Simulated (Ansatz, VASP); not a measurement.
# K3H76Cl3O38 in two plane-wave programs

Wanted: the spread between two codes on one cell, functional and k mesh. The structure shown is frame 133 of Ansatz's trajectory.

Calculated with Ansatz 0.2.0; plane waves, with VASP 6.6.1 beside it; single point at revPBE.

## (1) Starting point

The cell holds 120 atoms: 38 O, 76 H, 3 K and 3 Cl. Its edges and angles: a = 10.881 Å, b = 10.881 Å, c = 10.881 Å, α = 90.0°, β = 90.0°, γ = 90.0°.

## (2) Ansatz: dynamics, revPBE

Ansatz runs on its default PAW (the set named soft_2) files.

One frame of this run of dynamics is then solved in both programs, so the motion causes no difference.

input.yaml reads:

```yaml
crystal:
  lattice:
    - [10.881, 0.0, 0.0]
    - [0.0, 10.881, 0.0]
    - [0.0, 0.0, 10.881]
  atoms:
    - { symbol: O, position: [0.34944, 0.42871, 0.72942] }
    - { symbol: H, position: [0.41981, 0.45703, 0.67754] }
    - { symbol: H, position: [0.2704, 0.45637, 0.69157] }
    - { symbol: O, position: [0.37327, 0.88745, 0.33787] }
    - { symbol: H, position: [0.40179, 0.83417, 0.26862] }
    - { symbol: H, position: [0.33606, 0.96436, 0.30402] }
    - { symbol: O, position: [0.78338, 0.34867, 0.37579] }
    - { symbol: H, position: [0.81027, 0.29013, 0.44134] }
    - { symbol: H, position: [0.83483, 0.33625, 0.30066] }
    - { symbol: O, position: [0.81884, 0.19567, 0.95347] }
    - { symbol: H, position: [0.83407, 0.20569, 0.86339] }
    - { symbol: H, position: [0.82638, 0.10692, 0.97612] }
    - { symbol: O, position: [0.12775, 0.09683, 0.01316] }
    - { symbol: H, position: [0.15908, 0.10284, 0.09934] }
    - { symbol: H, position: [0.06136, 0.03341, 0.00906] }
    - { symbol: O, position: [0.53171, 0.734, 0.64051] }
    - { symbol: H, position: [0.58637, 0.78985, 0.68889] }
    - { symbol: H, position: [0.56936, 0.65027, 0.63643] }
    - { symbol: O, position: [0.74808, 0.85167, 0.74351] }
    - { symbol: H, position: [0.78524, 0.78788, 0.68878] }
    - { symbol: H, position: [0.7985, 0.8596, 0.81994] }
    - { symbol: O, position: [0.22147, 0.09432, 0.27351] }
    - { symbol: H, position: [0.26385, 0.17537, 0.26449] }
    - { symbol: H, position: [0.14776, 0.10412, 0.32752] }
    - { symbol: O, position: [0.56827, 0.17309, 0.10066] }
    - { symbol: H, position: [0.61734, 0.22816, 0.04583] }
    - { symbol: H, position: [0.56446, 0.08889, 0.06402] }
    - { symbol: O, position: [0.89927, 0.27696, 0.16899] }
    - { symbol: H, position: [0.95979, 0.34595, 0.1641] }
    - { symbol: H, position: [0.85553, 0.26883, 0.08857] }
[... 84 atom lines left out ...]
    - { symbol: K, position: [0.2142, 0.30953, 0.90925] }
    - { symbol: K, position: [0.59311, 0.95188, 0.48418] }
    - { symbol: K, position: [0.04496, 0.88169, 0.58476] }
    - { symbol: Cl, position: [0.89765, 0.90142, 0.98745] }
    - { symbol: Cl, position: [0.77253, 0.28433, 0.67905] }
    - { symbol: Cl, position: [0.50392, 0.68743, 0.13128] }
kpoints:
  mp_grid: { grid: [1, 1, 1] }
hamiltonian:
  xc: revpbe
scf:
  occupations: { method: fixed }
output:
  forces: true
md:
  timestep: 0.5
  n_steps: 400
  ensemble: nvt_nose_hoover
  temperature: 289
  initial_velocities: maxwell_boltzmann
  seed: 3462
```

Run with:

```
$ ansatz run input.yaml --threads 4 --pin off --max-ram 8192MiB --backend cpu --events-out ev --progress --plain --runs-dir out
```

Numbers of over 12 decimals in the logs are rounded to 6 here.

Log:

```text
Warning: md: disabling space-group detection — thermal motion breaks the input geometry's symmetry, so no spatial operation reduces the k-mesh or symmetrises the density; time reversal is kept, so that k and −k are solved as one point where they differ and the mesh holds both, and exact exchange and, on two spinor components, a DFT+U term hold to it where the run has them: on two components no moment then forms, and  [...]
Engine: ansatz 0.2.0, aarch64-unknown-linux-gnu
Pseudopotentials: kind: paw
Pseudopotential: O, paw, valence charge 6, recommended cutoff 420 eV (normal), O.paw.azcp
Pseudopotential: H, paw, valence charge 1, recommended cutoff 420 eV (normal), H.paw.azcp
Pseudopotential: K, paw, valence charge 9, recommended cutoff 420 eV (normal), K.paw.azcp
Pseudopotential: Cl, paw, valence charge 7, recommended cutoff 420 eV (normal), Cl.paw.azcp
Functional definition: revPBE
  parameter kappa = 1.245
  parameter beta = 0.066725
  exchange = pbe_x(kappa = kappa, mu = beta*pi^2/3)
  correlation = pbe_c(beta = beta)
Crystal: 120 atoms, lattice volume = 1288.269 Å³
Basis set: ecut = 420 eV, 25269 PW (Γ), exchange–correlation on 150×150×150 points (8 copies of the dense FFT grid, shifted against one another)
Bands: 296, of which v1, the nominal top of the filled ones, is band 176 counted from 1 (175 counted from 0)
Symmetry: 1 space group operations
k-points: 1
Non-local potential: O, projectors of the file, l = 0: 2, l = 1: 2, l = 2: 1
Non-local potential: H, projectors of the file, l = 0: 2, l = 1: 1
Non-local potential: K, projectors of the file, l = 0: 3, l = 1: 2, l = 2: 2
Non-local potential: Cl, projectors of the file, l = 0: 2, l = 1: 2, l = 2: 2
PAW form: soft (Blöchl's): semilocal exchange-correlation on the pseudo side does not see the compensation charge
PAW frozen core: O, regenerated for the run's functional, and the local potential with it (the file was generated under x = pbe(κ = 0.804, μ = 0.219515), c = pbe(β = 0.066725))
PAW frozen core: K, regenerated for the run's functional, and the local potential with it (the file was generated under x = pbe(κ = 0.804, μ = 0.219515), c = pbe(β = 0.066725))
PAW frozen core: Cl, regenerated for the run's functional, and the local potential with it (the file was generated under x = pbe(κ = 0.804, μ = 0.219515), c = pbe(β = 0.066725))
PAW one-centre angular grid: O, 110 points (default); XC on 64 Gauss nodes
PAW one-centre angular grid: H, 110 points (default); XC on 64 Gauss nodes
PAW one-centre angular grid: K, 110 points (default); XC on 64 Gauss nodes
PAW one-centre angular grid: Cl, 110 points (default); XC on 64 Gauss nodes
Initial density: superposition of atomic densities (neutral atoms: chi_scale 0, normalization atom), corrected by the library's trained network
Initial wavefunctions: pseudopotential atomic-orbital guess
Functional: x = revpbe(κ = 1.245, μ = 0.219515), c = pbe(β = 0.066725)
SCF iter   1: F=—  HF=-30720.127630 eV  |F-HF|=—  |Δ(HF+E_count)|=         —  Δρ=4.02e-3  dr2=1.70e-1  ethr=1.77e-3  ⟨swp⟩=5.0  Hψ=947  notcnv=0  defer=117
preconditioner: auto → Resta (q_TF=auto, 2.198 Å⁻¹)  ε∞=2.2  [insulator: Δε(μ)=4.717 eV  Ē_g=17.631 eV  n_scr=250 (ndim 8)  ℏωp=19.2 eV  f_vac=0.236  ε∞_Penn≈2.2]
SCF iter   2: F=—  HF=-30720.047668 eV  |F-HF|=—  |Δ(HF+E_count)|=   8.00e-2  Δρ=1.98e-3  dr2=3.77e-2  ethr=4.84e-5  ⟨swp⟩=2.0  Hψ=391  notcnv=0  defer=118
SCF iter   3: F=—  HF=-30720.029993 eV  |F-HF|=—  |Δ(HF+E_count)|=   1.77e-2  Δρ=7.66e-4  dr2=7.85e-3  ethr=1.07e-5  ⟨swp⟩=3.0  Hψ=310  notcnv=0  defer=49
automatic band count: iteration 3 solves 227 bands in place of 296: the levels show a gap, and the empty bands left out lie too high to hold charge; the band table lists the bands solved (type scf.n_extra_bands for more)
SCF iter   4: F=—  HF=-30720.029382 eV  |F-HF|=—  |Δ(HF+E_count)|=   6.11e-4  Δρ=1.93e-4  dr2=4.36e-4  ethr=2.23e-6  ⟨swp⟩=3.0  Hψ=336  notcnv=0  defer=49
SCF iter   5: F=—  HF=-30720.029588 eV  |F-HF|=—  |Δ(HF+E_count)|=   2.06e-4  Δρ=6.88e-5  dr2=4.79e-5  ethr=1.24e-7  ⟨swp⟩=2.0  Hψ=357  notcnv=0  defer=49
SCF iter   6: F=—  HF=-30720.028124 eV  |F-HF|=—  |Δ(HF+E_count)|=   1.46e-3  Δρ=3.42e-5  dr2=1.05e-5  ethr=1.36e-8  ⟨swp⟩=2.0  Hψ=402  notcnv=0  defer=49
SCF iter   7: F=—  HF=-30720.028123 eV  |F-HF|=—  |Δ(HF+E_count)|=   9.45e-7  Δρ=7.90e-6  dr2=6.63e-7  ethr=2.98e-9  ⟨swp⟩=2.0  Hψ=356  notcnv=0  defer=49
[...]
automatic band count: iteration 1 solves 227 bands in place of 296: the levels show a gap, and the empty bands left out lie too high to hold charge; the band table lists the bands solved (type scf.n_extra_bands for more)
preconditioner: auto → Resta (q_TF=auto, 2.198 Å⁻¹)  ε∞=2.5  [insulator: Δε(μ)=4.530 eV  Ē_g=15.674 eV  n_scr=250 (ndim 8)  ℏωp=19.2 eV  f_vac=0.236  ε∞_Penn≈2.5]
SCF iter   2: F=—  HF=-30720.422430 eV  |F-HF|=—  |Δ(HF+E_count)|=   5.12e-3  Δρ=1.13e-3  dr2=5.46e-3  ethr=1.03e-5  ⟨swp⟩=3.0  Hψ=357  notcnv=0  defer=49
SCF iter   3: F=—  HF=-30720.422855 eV  |F-HF|=—  |Δ(HF+E_count)|=   4.25e-4  Δρ=4.99e-4  dr2=1.22e-3  ethr=1.55e-6  ⟨swp⟩=2.0  Hψ=296  notcnv=0  defer=49
SCF iter   4: F=—  HF=-30720.423216 eV  |F-HF|=—  |Δ(HF+E_count)|=   3.61e-4  Δρ=5.70e-5  dr2=5.72e-5  ethr=3.48e-7  ⟨swp⟩=2.0  Hψ=354  notcnv=0  defer=49
SCF iter   5: F=—  HF=-30720.421927 eV  |F-HF|=—  |Δ(HF+E_count)|=   1.29e-3  Δρ=4.73e-5  dr2=2.21e-5  ethr=1.63e-8  ⟨swp⟩=3.0  Hψ=361  notcnv=0  defer=47
SCF iter   6: F=—  HF=-30720.421923 eV  |F-HF|=—  |Δ(HF+E_count)|=   3.28e-6  Δρ=1.15e-5  dr2=1.42e-6  ethr=6.29e-9  ⟨swp⟩=3.0  Hψ=361  notcnv=0  defer=47
SCF iter   7: F=-30720.421924 eV  HF=-30720.421924 eV  |F-HF|=5.15e-8  |Δ(HF+E_count)|=   5.13e-7  Δρ=2.35e-6  dr2=6.88e-8  ethr=2.84e-11  ⟨swp⟩=3.0  Hψ=846  notcnv=0
SCF 401 converged in 7 iterations: F = -30720.421924 eV  dr2 = 6.88e-8
md step   400: t =   200.00 fs  T =   262.8 K  F+E_penalty+E_count = -30720.42192389 eV  E_kin = 4.042571 eV  conserved = -30715.58880235 eV  (7 SCF iters)
SCF converged after 7 iterations
Free energy (F): -30720.421924 eV
Harris-Foulkes:  -30720.421924 eV  (|F-HF|=5.15e-8)
Internal energy: -30720.421924 eV  (E = F + TS)
E sigma→0 (E₀):  -30720.421924 eV
Fermi energy:    -1.612329 eV
--- Per-component energies (eV) ---
  E_band       = -3265.997566
  E_kinetic    = 8978.523573
  E_local      = -26132.259971  (includes V_loc(G=0)·N_el)
  E_nonlocal   = 2056.319394
  E_hartree    = 9311.739984
  E_xc         = -4213.849976
  E_vxc        = -5298.571165  (∫ρ·V_xc dr)
  E_paw        = -10445.993422  (= ΣΔE_a)
  E_vpaw       = -1493.486924  (= ΣTr[D̂ρ^β])
  E_aug_tail   = 0.002046  (compensation charges beyond the density's cutoff)
  E_ewald      = -10274.113819
  E_core_change = -0.789733  (= ΣΔE_core)
  E_smearing   = -0.000000  (= −TS)
  E_closure    = 0.000000  (closes the sum)
  Σ components = -30720.421924   (vs F -30720.421924, Δ=0.00e0)
--- Forces (eV/Å), atoms counted from 1 ---
  atom   1  O      0.55416450    -1.47217248    -1.09821238
  atom   2  H      0.04021888    -0.08623127     0.29487558
  atom   3  H     -0.44131126     1.39551296     0.55864957
  atom   4  O      0.49378965    -0.34838429    -0.81581444
  atom   5  H     -0.18187749    -0.01268051     0.68655808
  atom   6  H     -0.20646162     0.23724477    -0.06197119
  atom   7  O      1.75558785    -0.64171637    -0.98882726
  atom   8  H     -0.26516119    -0.00213773     1.31331993
  atom   9  H     -1.18425592     0.82069683    -0.22018599
  atom  10  O      0.43203514    -0.54702695     0.90539278
  atom  11  H      0.07904077     0.24039923    -1.01585187
  atom  12  H     -0.33032758     0.31438110     0.02420069
  atom  13  O     -0.02065570    -0.70594752    -0.30867437
  atom  14  H      0.02283556    -0.02971036     0.50958696
  atom  15  H      0.01813528     0.50721768    -0.07555634
  atom  16  O     -0.47744711     0.45232291    -0.21094639
  atom  17  H      0.08843753    -0.02568802     0.13273416
  atom  18  H      0.32138447    -0.55668056    -0.23374352
  atom  19  O     -0.04158875     0.03290781     1.53982269
  atom  20  H      0.58811513    -0.53862873    -1.23832902
  atom  21  H     -0.18717763     0.36288569    -0.46872806
  atom  22  O      0.66888562    -0.87089568    -0.48532526
  atom  23  H      0.10038215     0.95101487     0.31414500
  atom  24  H     -0.41369970    -0.16881553    -0.04967787
[...]
atom 113  H     -0.00091559    -0.01409826    -0.28267040
  atom 114  H     -0.38919851     0.46007768     0.10945499
  atom 115  K      0.05243923     0.48645209    -0.01381110
  atom 116  K     -0.17275781    -0.16526466     0.11276826
  atom 117  K     -0.14047069     0.13063660    -0.02676158
  atom 118  Cl    -0.27064235     0.26568644    -0.35696471
  atom 119  Cl     0.50751695     0.49561234     0.08418048
  atom 120  Cl     0.04518256     0.13851004     0.08506294
  max |Σ_I F_I| component: 7.42e-5 eV/Å
--- MD trajectory: 400 steps, t = 0.0 → 200.0 fs ---
  final state: T = 262.8 K   F+E_penalty+E_count = -30720.42192389 eV   E_kin = 4.042571 eV
  conserved energy: peak-to-peak 1.597e-2 eV (1.331e-4 eV/atom) over 200.0 fs
```

The column dr2 measures how far the density is from self-consistency, as an energy; F and HF (Harris–Foulkes) agree once it is small.

## (3) VASP: single point, revPBE

The same cell, functional and mesh now go to VASP, with its own data sets.

Lines of VASP's logs that name or quote its potential files are left out, and so is its time.

INCAR reads:

```
SYSTEM = K3H76Cl3O38
PREC = Accurate
ENCUT = 520
EDIFF = 1E-06
NELM = 120
ISMEAR = 0
SIGMA = 0.01
LREAL = Auto
ALGO = Normal
GGA = RE
NBANDS = 272
LORBIT = 11
LWAVE = .FALSE.
LCHARG = .FALSE.
ISIF = 2
LASPH = .TRUE.
GGA_COMPAT = .FALSE.
EFERMI = MIDGAP
NCORE = 4
```

POSCAR reads:

```
K3H76Cl3O38
1.0
   10.8810000000      0.0000000000      0.0000000000
    0.0000000000     10.8810000000      0.0000000000
    0.0000000000      0.0000000000     10.8810000000
O H K Cl
38 76 3 3
Direct
    0.3845234813      0.4259718776      0.7140887786
    0.3752320559      0.8857549858      0.3348589284
    0.7766014153      0.3530557853      0.3997794320
    0.8290782097      0.1982078853      0.9355849646
    0.1313849830      0.1178935760      0.0369359434
    0.5439941182      0.7407223601      0.6721349141
    0.7539931992      0.8372392243      0.7505192537
    0.2129767485      0.0861225990      0.3033177098
    0.5830254572      0.1587905523      0.1097325613
    0.8784119107      0.2790736146      0.1705449867
    0.0655362559      0.2548754710      0.7091811414
    0.5722543884      0.3458597555      0.8787335723
    0.1096222774      0.8101369359      0.3065435162
    0.5759672824      0.0343994118      0.7720705817
    0.0827129859      0.4702049444      0.1518702325
    0.3780902491      0.7672088962      0.8659130595
    0.3857182244      0.1453450970      0.5369543241
    0.8627515853      0.0171215881      0.5152375701
    0.8847716203      0.6928499219      0.5993015348
    0.8509787703      0.5840363937      0.3804062127
    0.4920136017      0.5016634501      0.3617498392
    0.5715926845      0.1859112214      0.3567227277
    0.3409061667      0.1014245014      0.8749839169
    0.5794871795      0.4895414024      0.5777134455
    0.3495450786      0.2925742119      0.1186012315
    0.1256502160      0.4612259903      0.5735869865
    0.2459057072      0.3649756456      0.3717673008
    0.6178292436      0.9282235089      0.0474129216
    0.2920963147      0.5374046503      0.0321477805
    0.1426063781      0.8646264130      0.8689734399
[... 84 atom lines left out ...]
    0.2039518427      0.3295561070      0.9037588457
    0.5905063873      0.9317158349      0.4807094936
    0.0512820513      0.8702784671      0.5720154398
    0.8768403639      0.9015715467      0.9952026468
    0.7671997059      0.2763716570      0.6681463101
    0.4906993842      0.6968569065      0.1391508133
```

KPOINTS reads:

```
Automatic mesh
0
Gamma
1 1 1
0 0 0
```

Potentials, in the order of the species: O, H, K_sv and Cl (PBE family, release 64).

Run with:

```
$ mpirun -np 16 vasp_gam
```

Log:

```text
[banner, memory and clock lines left out]
running   16 mpi-ranks, on    1 nodes
[...]
|                                                                             |
|               ----> ADVICE to this user running VASP <----                  |
|                                                                             |
|     You enforced a specific xc type in the INCAR file but a different       |
|     [... a line on the potential file left out ...]
|     I HOPE YOU KNOW WHAT YOU ARE DOING!                                     |
|                                                                             |

 LDA part: xc-table for (Slater+PW92), standard interpolation
 POSCAR, INCAR and KPOINTS ok, starting setup
[...]
entering main loop
       N       E                     dE             d eps       ncg     rms          rms(c)
DAV:   1     0.302676400833E+04    0.30268E+04   -0.19083E+05   568   0.121E+03
DAV:   2    -0.288306495088E+03   -0.33151E+04   -0.31474E+04   672   0.316E+02
DAV:   3    -0.614502285299E+03   -0.32620E+03   -0.32347E+03   704   0.102E+02
DAV:   4    -0.621008033475E+03   -0.65057E+01   -0.64812E+01   672   0.158E+01
[...]
DAV:  18    -0.565491240888E+03    0.65428E-05   -0.49541E-05   624   0.189E-02    0.683E-03
DAV:  19    -0.565491238703E+03    0.21853E-05   -0.61217E-06   624   0.821E-03    0.419E-03
DAV:  20    -0.565491238223E+03    0.47949E-06   -0.22711E-06   568   0.482E-03
   1 F= -.56549124E+03 E0= -.56549124E+03  d E =0.000000E+00
```

OUTCAR, selected parts (step 3):

```text
  FREE ENERGIE OF THE ION-ELECTRON SYSTEM (eV)
  ---------------------------------------------------
  free  energy   TOTEN  =      -565.4912382233 eV

  energy  without entropy=     -565.4912382233  energy(sigma->0) =     -565.49123822
```

The run ends at a pressure of 0.93 GPa, with forces up to 2.7 eV/Å.

## (4) Differences

Known differences besides the potentials themselves: fixed occupations in Ansatz, narrow Gaussian smearing in VASP; the cutoff is 420 eV in Ansatz and 520 eV in VASP (PREC = Accurate, projectors in real space); Ansatz makes its cores anew for this functional, VASP keeps those of its PBE data sets. Total energies have different zeros and are not compared.

Forces on 10 of the 120 atoms, those with the largest forces and the largest differences (eV/Å; atoms numbered as in POSCAR):

```csv
atom,"Ansatz x, y, z","VASP x, y, z"
O3,"-1.307, 1.478, 1.042","-1.332, 1.529, 1.108"
O8,"-2.207, 0.279, -0.074","-2.175, 0.230, -0.101"
O13,"1.403, 1.465, 0.699","1.400, 1.571, 0.727"
O21,"-1.579, -1.584, -0.811","-1.552, -1.596, -0.760"
O38,"-0.080, -2.516, -0.982","-0.015, -2.482, -1.034"
H44,"1.108, -1.310, -1.210","1.153, -1.356, -1.365"
H54,"2.061, -0.176, 0.343","1.988, -0.211, 0.329"
H63,"-0.037, -1.346, -0.396","-0.107, -1.502, -0.441"
H87,"0.212, 1.087, 0.322","0.259, 1.250, 0.376"
H89,"-0.683, 1.437, -0.810","-0.775, 1.581, -0.890"
```

The forces differ by 58 meV/Å r.m.s., which is 8.2 % of the r.m.s. force of 0.711 eV/Å (both taken over all components).

## (5) Results

| Item | Value |
| --- | --- |
| r.m.s. force difference (single point, revPBE) | 8.2 % of the r.m.s. force |

In words: The r.m.s. force difference is 8.2 % of the r.m.s. force (single point, revPBE), beyond the 3 % picked in this series as the mark of a large difference. What causes the difference of the single point, revPBE pair stays open here. 2 further runs of this series are not shown here. How closely two codes agree says nothing of how well the functional describes the real material.

[Lines on the potential files, build, host, timing and source positions are cut from VASP's logs without a mark.]

[Logs are printed without paths, hosts, clocks, repeated set-up lines and the standing remarks that a program may print on its own settings, such as how far it seeks lower states.]

[Hosts, paths, dates, database ids (printed as entryN), source tags and the programs' standing remarks are cut or masked in the printed files.]
